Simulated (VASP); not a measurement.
```yaml
crystal:
  lattice:
    - [0.00000, 3.04147, 3.04147]
    - [3.04147, 0.00000, 3.04147]
    - [3.04147, 3.04147, 0.00000]
  atoms:
    - { symbol: K, position: [0.00000, 0.00000, 0.00000] }
    - { symbol: Cl, position: [0.50000, 0.50000, 0.50000] }
```

All values below come from LDA (Ceperley-Alder, Perdew-Zunger), VASP's LDA PAW potentials (set 64) (plane waves; VASP). Numerical set-up: 400 eV cut-off, 7×7×7 Γ-centred mesh, Gaussian smearing of 0.050 eV, potentials K_sv Cl.

**Question.** Predict the energy per atom (σ→0), band gap (on the k-mesh) with the smallest direct gap where there is one.

**Answer.** 
```json
{
  "band gap (on the k-mesh)": "5.10 eV",
  "smallest direct gap (on the k-mesh)": "5.10 eV",
  "energy per atom (σ→0)": "-3.704 eV/atom"
}
```

Only differences to runs with the same potentials and settings are physical.

The compound is KCl in the rock salt structure. It was relaxed first, which changed the volume by -10 %. The start is the result of an earlier pass.
